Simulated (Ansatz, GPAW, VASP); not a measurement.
# K3Sb2Au3 (R-3m, 8 atoms in the cell) computed with different codes at matched settings

Self-consistent single point.

```
K3Sb2Au3
1.0
    3.13119     1.80779     7.20303
   -3.13119     1.80779     7.20303
    0.00000    -3.61559     7.20303
K Sb Au
3 2 3
Cartesian
  0.00000   0.00000  10.80455
  0.00000   0.00000  19.88312
  0.00000   0.00000   1.72598
  0.00000   0.00000   5.22616
  0.00000   0.00000  16.38294
  1.56560  -0.90390   7.20303
  0.00000   1.80779   7.20303
 -1.56560  -0.90390   7.20303
```

Shared settings, as Ansatz (an electronic-structure program) writes them: kpoints.mp_grid.grid = 2 2 2; scf.occupations.method = fermi_dirac; scf.occupations.width = 0.0037 Ry. Potentials and cutoffs stand in the table.

```tsv
code	model	pressure (GPa)	largest force (eV/Å)	gap on the mesh (eV)	cutoff
Ansatz	LDA (PW92), PAW files made with PBE	-2.02	0.664	0.900	30.9 Ry
VASP	LDA (PZ), VASP's LDA PAW potentials (set 64)	-2.14	0.609	–	300 eV
GPAW	LDA (Perdew-Wang 92), GPAW PAW datasets LDA (gpaw-data 1.0.1)	-1.98	0.635	0.914	550 eV
```

Size of the force on each atom (eV/Å): Sizes of forces hide their directions.

| code | K1 | K2 | K3 | Sb4 | Sb5 | Au6 | Au7 | Au8 |
|---|---|---|---|---|---|---|---|---|
| Ansatz | 0.000 | 0.032 | 0.032 | 0.664 | 0.664 | 0.000 | 0.000 | 0.000 |
| VASP | 0.000 | 0.023 | 0.023 | 0.609 | 0.609 | 0.000 | 0.000 | 0.000 |
| GPAW | 0.000 | 0.026 | 0.026 | 0.635 | 0.635 | 0.000 | 0.000 | 0.000 |

A dash marks a value that a program does not give, or that is left out as unsure.

No gap is tabulated for VASP: it is not read from that output, or partly filled or unconverged empty levels leave it unsure.

Gaps are read on the mesh.

On Ansatz's run: spin-orbit coupling is off.

The spread over the programs that give each value: pressure within 0.16 GPa; largest force within 0.055 eV/Å; gap on the mesh within 0.014 eV.

Ansatz's pressure is given at a fixed set of plane waves, as the other plane-wave codes print theirs. The same LDA comes in different parametrisations, which differ slightly.

On the base mesh (3 3 3) the same programs gave: GPAW pressure -2.56 GPa, gap on the mesh 1.055 eV; Ansatz pressure -2.62 GPa, gap on the mesh 1.042 eV; VASP pressure -2.73 GPa.

The values differ from the base mesh's, so the mesh still matters here: the table compares the programs at equal settings.

VASP's run is marked for a possible Pulay error in its stress at this cutoff; no cutoff test was made.

The starting cell comes from a database of computed structures (which also holds hypothetical and non-ambient phases and stackings), without a prior relaxation at this level.

Left out of this page: CP2K (on another mesh); FLEUR (not drawn, or without a comparable value).

Keys are those of Ansatz 0.2.
